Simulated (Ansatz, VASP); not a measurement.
# MgP4O11 in two plane-wave programs

One calculation is typed for both programs; each brings its own data sets. How far apart do they land? The structure shown is frame 116 of Ansatz's trajectory.

Main program and level: Ansatz 0.2.0; plane waves, with VASP 6.6.1 beside it; single point at PBE.

## Step 1: The starting structure

The cell holds 80 atoms: 20 P, 5 Mg and 55 O. Cell: a = 9.726 Å, b = 9.726 Å, c = 9.726 Å, α = 90.0°, β = 90.0°, γ = 90.0°. As first built, before any earlier steps moved the atoms (in the runner's words): 80 atoms (20 P, 5 Mg, 55 O) placed at random at 2.93 g/cm^3, melted at 4000 K for 10 ps at fixed volume with the Morse and Coulomb pair potential with partial charges (Pedone, Malavasi, Menziani, Cormack and Segre, J. Phys. Chem. B 110, 11780 (2006)). Quenched from 4000 K to 300 K at 25 K/ps and fixed volume, held 5 ps.

## Step 2: Ansatz: dynamics, PBE

Ansatz runs on its default PAW (the set named soft_2) files.

One frame of this run of dynamics is then solved in both programs, so the motion causes no difference.

input.yaml reads:

```yaml
crystal:
  lattice:
    - [9.7256, 0.0, 0.0]
    - [0.0, 9.7256, 0.0]
    - [0.0, 0.0, 9.7256]
  atoms:
    - { symbol: P, position: [0.34611, 0.31192, 0.12942] }
    - { symbol: P, position: [0.08441, 0.00971, 0.93119] }
    - { symbol: P, position: [0.01987, 0.44546, 0.63396] }
    - { symbol: P, position: [0.59914, 0.41455, 0.2797] }
    - { symbol: P, position: [0.36659, 0.26711, 0.63473] }
    - { symbol: P, position: [0.53624, 0.04178, 0.50088] }
    - { symbol: P, position: [0.69095, 0.36019, 0.77072] }
    - { symbol: P, position: [0.25988, 0.63482, 0.34871] }
    - { symbol: P, position: [0.39576, 0.02197, 0.98771] }
    - { symbol: P, position: [0.3099, 0.57735, 0.65858] }
    - { symbol: P, position: [0.77689, 0.74254, 0.42792] }
    - { symbol: P, position: [0.32358, 0.57749, 0.97739] }
    - { symbol: P, position: [0.85629, 0.25178, 0.20618] }
    - { symbol: P, position: [0.08988, 0.93903, 0.62553] }
    - { symbol: P, position: [0.97892, 0.31176, 0.91021] }
    - { symbol: P, position: [0.49966, 0.82549, 0.73707] }
    - { symbol: P, position: [0.32154, 0.94115, 0.29206] }
    - { symbol: P, position: [0.77211, 0.66096, 0.72548] }
    - { symbol: P, position: [0.71071, 0.01751, 0.01698] }
    - { symbol: P, position: [0.95817, 0.55142, 0.28457] }
    - { symbol: Mg, position: [0.11815, 0.22559, 0.38393] }
    - { symbol: Mg, position: [0.00689, 0.66382, 0.97781] }
    - { symbol: Mg, position: [0.9634, 0.97235, 0.25828] }
    - { symbol: Mg, position: [0.60059, 0.71397, 0.13437] }
    - { symbol: Mg, position: [0.83635, 0.16228, 0.51448] }
    - { symbol: O, position: [0.56958, 0.30828, 0.84786] }
    - { symbol: O, position: [0.57736, 0.46217, 0.42332] }
    - { symbol: O, position: [0.76842, 0.11202, 0.13241] }
    - { symbol: O, position: [0.92558, 0.40534, 0.24395] }
    - { symbol: O, position: [0.07274, 0.95314, 0.78564] }
    - { symbol: O, position: [0.71395, 0.30596, 0.26859] }
    - { symbol: O, position: [0.48234, 0.17227, 0.5723] }
    - { symbol: O, position: [0.55869, 0.05943, 0.99181] }
    - { symbol: O, position: [0.47423, 0.33424, 0.21882] }
    - { symbol: O, position: [0.20852, 0.66603, 0.03981] }
    - { symbol: O, position: [0.7325, 0.28871, 0.6381] }
    - { symbol: O, position: [0.52961, 0.93077, 0.62003] }
    - { symbol: O, position: [0.93247, 0.16435, 0.31415] }
    - { symbol: O, position: [0.8238, 0.34488, 0.86144] }
    - { symbol: O, position: [0.38914, 0.4238, 0.66074] }
    - { symbol: O, position: [0.6826, 0.51944, 0.74672] }
    - { symbol: O, position: [0.00199, 0.05828, 0.57141] }
    - { symbol: O, position: [0.26272, 0.26371, 0.51547] }
    - { symbol: O, position: [0.90522, 0.5493, 0.66485] }
    - { symbol: O, position: [0.33146, 0.42396, 0.02145] }
    - { symbol: O, position: [0.2993, 0.57628, 0.82248] }
    - { symbol: O, position: [0.0015, 0.95325, 0.04894] }
    - { symbol: O, position: [0.93321, 0.64774, 0.16359] }
    - { symbol: O, position: [0.0601, 0.79331, 0.59448] }
    - { symbol: O, position: [0.64804, 0.51795, 0.17097] }
    - { symbol: O, position: [0.43088, 0.90652, 0.85709] }
    - { symbol: O, position: [0.67889, 0.05321, 0.45582] }
    - { symbol: O, position: [0.6363, 0.75448, 0.77718] }
    - { symbol: O, position: [0.45691, 0.65322, 0.99703] }
    - { symbol: O, position: [0.84975, 0.60694, 0.38668] }
    - { symbol: O, position: [0.36553, 0.17102, 0.05428] }
    - { symbol: O, position: [0.40997, 0.71403, 0.6749] }
    - { symbol: O, position: [0.32255, 0.18721, 0.76351] }
    - { symbol: O, position: [0.22324, 0.30177, 0.22548] }
    - { symbol: O, position: [0.86996, 0.70763, 0.83616] }
    - { symbol: O, position: [0.18971, 0.01655, 0.29288] }
    - { symbol: O, position: [0.23491, 0.99521, 0.96053] }
    - { symbol: O, position: [0.35408, 0.56534, 0.25039] }
    - { symbol: O, position: [0.05533, 0.16889, 0.91717] }
    - { symbol: O, position: [0.78368, 0.04186, 0.88379] }
    - { symbol: O, position: [0.1545, 0.51999, 0.64725] }
    - { symbol: O, position: [0.43406, 0.01207, 0.38174] }
    - { symbol: O, position: [0.38735, 0.93161, 0.14269] }
    - { symbol: O, position: [0.698, 0.87818, 0.07336] }
    - { symbol: O, position: [0.88103, 0.84743, 0.38131] }
    - { symbol: O, position: [0.63962, 0.76564, 0.35794] }
    - { symbol: O, position: [0.00979, 0.38429, 0.49357] }
    - { symbol: O, position: [0.02092, 0.32545, 0.73752] }
    - { symbol: O, position: [0.10655, 0.5879, 0.33186] }
    - { symbol: O, position: [0.3019, 0.60268, 0.49757] }
    - { symbol: O, position: [0.04513, 0.44832, 0.94842] }
    - { symbol: O, position: [0.28827, 0.78805, 0.32927] }
    - { symbol: O, position: [0.76026, 0.73552, 0.58192] }
    - { symbol: O, position: [0.24141, 0.95707, 0.58547] }
    - { symbol: O, position: [0.91206, 0.27438, 0.06012] }
kpoints:
  mp_grid: { grid: [1, 1, 1] }
hamiltonian:
  xc: pbe
scf:
  occupations: { method: fixed }
output:
  forces: true
  stress: true
md:
  timestep: 1.0
  n_steps: 347
  ensemble: nvt_langevin
  temperature: 400
  initial_velocities: maxwell_boltzmann
  seed: 8552
```

Run with:

```console
> ansatz run input.yaml --threads 4 --pin off --max-ram 8192MiB --backend cpu --events-out ev --progress --plain --runs-dir out
```

Numbers of over 12 decimals in the logs are rounded to 6 here.

The log of the run:

```text
Warning: md: disabling space-group detection — thermal motion breaks the input geometry's symmetry, so no spatial operation reduces the k-mesh or symmetrises the density; time reversal is kept, so that k and −k are solved as one point where they differ and the mesh holds both, and exact exchange and, on two spinor components, a DFT+U term hold to it where the run has them: on two components no moment then forms, and  [...]
Warning: output.stress: scf.convergence.dr2_threshold = 8e-8 eV (the default of an md: trajectory) is looser than the 8e-9 eV advised for a printed stress (1e-10 eV for each atom of the cell: 80). What an SCF threshold leaves in a stress goes as its square root, and in the free energy as the threshold itself, and one threshold admits the most on a small cell: [figures from the program's tests cut] Set scf.convergence [...]
Engine: ansatz 0.2.0, x86_64-unknown-linux-gnu
Pseudopotentials: kind: paw
Pseudopotential: P, paw, valence charge 5, recommended cutoff 420 eV (normal), P.paw.azcp
Pseudopotential: Mg, paw, valence charge 10, recommended cutoff 420 eV (normal), Mg.paw.azcp
Pseudopotential: O, paw, valence charge 6, recommended cutoff 420 eV (normal), O.paw.azcp
Functional definition: PBE
  parameter kappa = 0.804
  parameter beta = 0.066725
  exchange = pbe_x(kappa = kappa, mu = beta*pi^2/3)
  correlation = pbe_c(beta = beta)
Crystal: 80 atoms, lattice volume = 919.918 Å³
Basis set: ecut = 420 eV, 17941 PW (Γ), exchange–correlation on 144×144×144 points (8 copies of the dense FFT grid, shifted against one another)
Bands: 320, of which v1, the nominal top of the filled ones, is band 240 counted from 1 (239 counted from 0)
Symmetry: 1 space group operations
k-points: 1
Non-local potential: P, projectors of the file, l = 0: 2, l = 1: 2, l = 2: 2
Non-local potential: Mg, projectors of the file, l = 0: 3, l = 1: 2, l = 2: 1
Non-local potential: O, projectors of the file, l = 0: 2, l = 1: 2, l = 2: 1
PAW form: soft (Blöchl's): semilocal exchange-correlation on the pseudo side does not see the compensation charge
PAW one-centre angular grid: P, 110 points (default); XC on 64 Gauss nodes
PAW one-centre angular grid: Mg, 110 points (default); XC on 64 Gauss nodes
PAW one-centre angular grid: O, 110 points (default); XC on 64 Gauss nodes
Initial density: superposition of atomic densities (neutral atoms: chi_scale 0, normalization atom), corrected by the library's trained network
Initial wavefunctions: pseudopotential atomic-orbital guess
Functional: x = pbe(κ = 0.804, μ = 0.219515), c = pbe(β = 0.066725)
SCF iter   1: F=—  HF=-55956.825325 eV  |F-HF|=—  |Δ(HF+E_count)|=         —  Δρ=7.39e-3  dr2=7.04e-1  ethr=1.77e-3  ⟨swp⟩=7.0  Hψ=1169  notcnv=0  defer=78
preconditioner: auto → Resta (q_TF=auto, 2.448 Å⁻¹)  ε∞=3.3  [insulator: Δε(μ)=1.566 eV  Ē_g=16.942 eV  n_scr=250 (ndim 8)  ℏωp=25.7 eV  f_vac=0.106  ε∞_Penn≈3.3]
SCF iter   2: F=—  HF=-55956.666361 eV  |F-HF|=—  |Δ(HF+E_count)|=   1.59e-1  Δρ=3.74e-3  dr2=1.38e-1  ethr=1.47e-4  ⟨swp⟩=3.0  Hψ=541  notcnv=0  defer=78
SCF iter   3: F=—  HF=-55956.634963 eV  |F-HF|=—  |Δ(HF+E_count)|=   3.14e-2  Δρ=1.51e-3  dr2=4.24e-2  ethr=2.87e-5  ⟨swp⟩=3.0  Hψ=506  notcnv=0  defer=70
automatic band count: iteration 3 solves 312 bands in place of 320: the levels show a gap, and the empty bands left out lie too high to hold charge; the band table lists the bands solved (type scf.n_extra_bands for more)
SCF iter   4: F=—  HF=-55956.622271 eV  |F-HF|=—  |Δ(HF+E_count)|=   1.27e-2  Δρ=7.13e-4  dr2=4.47e-3  ethr=8.82e-6  ⟨swp⟩=3.0  Hψ=451  notcnv=0  defer=70
SCF iter   5: F=—  HF=-55956.621904 eV  |F-HF|=—  |Δ(HF+E_count)|=   3.67e-4  Δρ=4.04e-4  dr2=1.29e-3  ethr=9.32e-7  ⟨swp⟩=3.0  Hψ=585  notcnv=0  defer=70
SCF iter   6: F=—  HF=-55956.621800 eV  |F-HF|=—  |Δ(HF+E_count)|=   1.04e-4  Δρ=1.19e-4  dr2=1.05e-4  ethr=2.69e-7  ⟨swp⟩=3.0  Hψ=437  notcnv=0  defer=70
[...]
md step   342: t =   342.00 fs  T =   408.8 K  F+E_penalty+E_count = -55962.76487508 eV  E_kin = 4.227053 eV  P_inst = 4.7279 GPa  (6 SCF iters)
[...]
md step   343: t =   343.00 fs  T =   411.1 K  F+E_penalty+E_count = -55962.73606459 eV  E_kin = 4.250926 eV  P_inst = 4.6280 GPa  (6 SCF iters)
[...]
md step   344: t =   344.00 fs  T =   402.0 K  F+E_penalty+E_count = -55962.69932702 eV  E_kin = 4.156848 eV  P_inst = 4.5204 GPa  (6 SCF iters)
[...]
md step   345: t =   345.00 fs  T =   404.2 K  F+E_penalty+E_count = -55962.66695259 eV  E_kin = 4.180241 eV  P_inst = 4.4282 GPa  (6 SCF iters)
[...]
md step   346: t =   346.00 fs  T =   398.7 K  F+E_penalty+E_count = -55962.64225749 eV  E_kin = 4.122791 eV  P_inst = 4.3564 GPa  (6 SCF iters)
[...]
md step   347: t =   347.00 fs  T =   393.2 K  F+E_penalty+E_count = -55962.62944681 eV  E_kin = 4.066158 eV  P_inst = 4.3253 GPa  (9 SCF iters)
SCF converged after 9 iterations
Free energy (F): -55962.629447 eV
Harris-Foulkes:  -55962.629447 eV  (|F-HF|=6.31e-9)
Internal energy: -55962.629447 eV  (E = F + TS)
E sigma→0 (E₀):  -55962.629447 eV
Fermi energy:    5.718907 eV
--- Per-component energies (eV) ---
  E_band       = -3331.725874
  E_kinetic    = 11733.719808
  E_local      = -34467.293319  (includes V_loc(G=0)·N_el)
  E_nonlocal   = 3724.900196
  E_hartree    = 12306.913963
  E_xc         = -5480.076194
  E_vxc        = -6643.371913  (∫ρ·V_xc dr)
  E_paw        = -21572.867016  (= ΣΔE_a)
  E_vpaw       = -2293.647316  (= ΣTr[D̂ρ^β])
  E_aug_tail   = 0.138575  (compensation charges beyond the density's cutoff)
  E_ewald      = -22208.065459
  E_smearing   = -0.000000  (= −TS)
  E_closure    = -0.000000  (closes the sum)
  Σ components = -55962.629447   (vs F -55962.629447, Δ=0.00e0)
--- Forces (eV/Å), atoms counted from 1 ---
  atom   1  P      0.25543307     0.50390497    -0.24900922
  atom   2  P      0.84255533     0.88680559    -0.13824165
  atom   3  P      1.71975092    -0.90883292     2.46490417
  atom   4  P     -1.87634374    -0.83431281     2.20143233
  atom   5  P     -0.90282478    -0.19095468     4.02936652
  atom   6  P      0.03872068     0.64373739    -0.36531112
  atom   7  P     -1.52748170    -0.37460257     0.49657861
  atom   8  P      0.78508271    -0.32102431    -2.18907697
  atom   9  P     -0.12139313     0.06441996    -0.30484230
  atom  10  P     -0.58966821    -1.01422167    -0.25707843
  atom  11  P     -0.84095312     1.72651718    -1.63555232
  atom  12  P      0.72902831     0.71993385     0.20987402
  atom  13  P     -2.12409099     1.62257876    -1.23472337
  atom  14  P      1.02018861     2.31178742    -0.95525916
  atom  15  P      0.22797432     0.76874056    -1.84859121
  atom  16  P     -1.54990214     1.32221486     0.85077066
  atom  17  P     -0.89702187     0.24116245     0.56994850
  atom  18  P      1.39581111     0.38293987     1.75019074
  atom  19  P     -0.26688157     2.82699132    -1.11225318
  atom  20  P     -1.50596399     2.02062567    -2.23562450
  atom  21  Mg     0.43986234     0.15205149     0.91660553
  atom  22  Mg     0.44253340     0.21152445     0.37513608
  atom  23  Mg     0.36400188     0.19405455    -0.20810483
  atom  24  Mg    -1.17717620     1.67589666    -1.27591228
[...]
atom  73  O     -1.25978803     0.25869644    -0.68958084
  atom  74  O      1.74056888     0.28842778     0.52534498
  atom  75  O     -0.51626293    -0.13440190    -0.15764393
  atom  76  O     -0.55697792    -0.97965840     0.59760545
  atom  77  O     -0.34172615     0.71752835    -0.79911666
  atom  78  O     -0.99853287     0.97480615     0.32091378
  atom  79  O     -0.72139525    -0.67508816     0.50619946
  atom  80  O     -0.26968258    -0.58914603     1.24316052
  max |Σ_I F_I| component: 3.39e-5 eV/Å
--- Stress (GPa, compression-positive) ---
        1.464874      -0.252445       0.502936
       -0.252447       6.159072       1.849673
        0.502933       1.849670       3.935658
  P = ⅓ Tr σ = 3.8532 GPa (38.532 kbar)
--- MD trajectory: 347 steps, t = 0.0 → 347.0 fs ---
  final state: T = 393.2 K   F+E_penalty+E_count = -55962.62944681 eV   E_kin = 4.066158 eV
```

In the SCF lines HF is the Harris–Foulkes energy and dr2 the Hartree energy of the density residual, in eV; the loop may stop once dr2 is under the threshold and the program's other checks hold. Hψ counts applications of the Hamiltonian.

[end of part 1 of 2]

[Lines on the potential files, build, host, timing and source positions are cut from VASP's logs without a mark.]

[Logs are printed without paths, hosts, clocks, repeated set-up lines and the standing remarks that a program may print on its own settings, such as how far it seeks lower states.]

[Hosts, paths, dates, database ids (printed as entryN), source tags and the programs' standing remarks are cut or masked in the printed files.]
